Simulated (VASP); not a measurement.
## WO3 (space group Pm-3m): computed properties

Method: PBEsol GGA, VASP's PBE PAW potentials (set 64) (plane waves; VASP 6.6.1).

For WO$_{3}$, the space group is Pm-3m (221) and the cell is a = 3.8082 Å, b = 3.8082 Å, c = 3.8082 Å, α = 90.00°, β = 90.00°, γ = 90.00°. The volume per atom is 13.81 Å³/atom, the band gap (over mesh and band path) comes out as 0.54 eV and the smallest direct gap (over mesh and band path) comes out as 1.61 eV. The Hill bulk modulus is 247 GPa and the Hill shear modulus is 132 GPa. The Poisson's ratio is 0.274 and the band-edge character is indirect, R to Γ. The density comes out as 6.97 g/cm³. The optical Γ-point spectrum is 250i (×3), 230 (×3), 583 (×3) cm⁻¹, the C11 is 650 GPa and the C12 is 45.4 GPa. The C44 comes out as 69.6 GPa.

```
CELL_PARAMETERS angstrom
      3.80824     0.00000     0.00000
      0.00000     3.80824     0.00000
      0.00000     0.00000     3.80824
ATOMIC_POSITIONS crystal
  W  0.00000 0.00000 0.00000
  O  0.00000 0.00000 0.50000
  O  0.50000 0.00000 0.00000
  O  0.00000 0.50000 0.00000
```

Unless said otherwise, spin-orbit coupling is left out, though it shifts the bands of the heavy elements here.

The structure comes from a computed database's WO3 entry (Pm-3m); how it stands against other phases isn't given here. It was relaxed first. Symmetry was kept, so distortions that lower it aren't found.
